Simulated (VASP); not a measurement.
**Mg5Sb (space group P-62m): computed properties**

Calculation: PBEsol GGA, VASP's PBE PAW potentials (set 64) (plane waves; VASP 6.6.1).

For Mg$_{5}$Sb, the space group is P-62m (189), the cell is a = b = 5.4646 Å, c = 5.3060 Å, α = β = 90.00°, γ = 120.00° and the volume per atom is 22.87 Å³/atom. The band gap (over mesh and band path) is none (metal, semimetal or under 0.01 eV), the band gap with spin-orbit coupling comes out as none (metallic) and the density comes out as 2.94 g/cm³.

Mg5Sb is modelled in the hexagonal space group P-62m (No. 189), Pearson symbol hP6. Lattice parameters: a = b = 5.4646 Å, c = 5.3060 Å, α = β = 90.00°, γ = 120.00°. Mg1 on 3f sees 2 Sb at 3.210 Å (bent). Mg2 on 2d is coordinated by 3 Sb at 3.155 Å (trigonal planar). Sb on 1b has 12 Mg at 3.155–3.210 Å (anticuboctahedral). (Neighbours: up to the widest gap in distance over summed covalent radii, below 1.35, at either atom; cation-cation and far metal-metal contacts left out.)

Unless said otherwise, spin-orbit coupling is left out, though it shifts the bands of the heavy elements here.

The structure comes from a computed database's Mg5Sb entry (P-62m); how it stands against other phases isn't given here. It was relaxed first. Symmetry was kept, so distortions that lower it aren't found. The electron count is odd and the run is not spin-polarised, which forces a metal.
